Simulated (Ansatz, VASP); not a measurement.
## Two plane-wave programs on AlPPb5

```xyz
7
Lattice="4.8838 0.0000 0.0000 0.0000 4.8838 0.0000 0.0000 0.0000 8.6094" Properties=species:S:1:pos:R:3 pbc="T T T"
Al    2.4419    2.4419    0.0000
P     0.0000    0.0000    4.3047
Pb    2.4419    0.0000    6.2204
Pb    0.0000    2.4419    6.2204
Pb    2.4419    0.0000    2.3890
Pb    0.0000    2.4419    2.3890
Pb    0.0000    0.0000    0.0000
```

Alike in both runs: functional PBE; k mesh 4 × 4 × 2; occupations gaussian, width 0.1 eV; no spin polarisation.

Ansatz relaxed the structure, and its values are those at the end. VASP's run is a single point on that final structure, the one shown.

|  | VASP | Ansatz |
| --- | --- | --- |
| version | VASP 6.6.1 | Ansatz 0.2.0 |
| potentials or method | VASP PAW PBE potentials, release 64 (Al, P, Pb_d) | scalar-relativistic, plane waves, PAW |
| plane-wave cutoff (eV) | 520 | 420 |
| valence electrons in the cell | 78 | 78 |

|  | VASP | Ansatz | Ansatz less VASP |
| --- | --- | --- | --- |
| gap on the k mesh at the Fermi level (eV) | none | none | - |
| pressure (GPa) | -0.3 | -0.3 | +0.04 |
| rms of the force components (eV/Å) | 0.011 | 0.011 | 0.0000 |

A gap of «none» marks a metal or a gap that the smearing closes. The functional is the same, so the differences come from potentials, cutoffs and numerics.

Caveats: the k mesh is coarse (spacing up to 0.36 Å⁻¹), so the values aren't converged. The runs have no spin-orbit coupling, so splittings on Pb are missing.
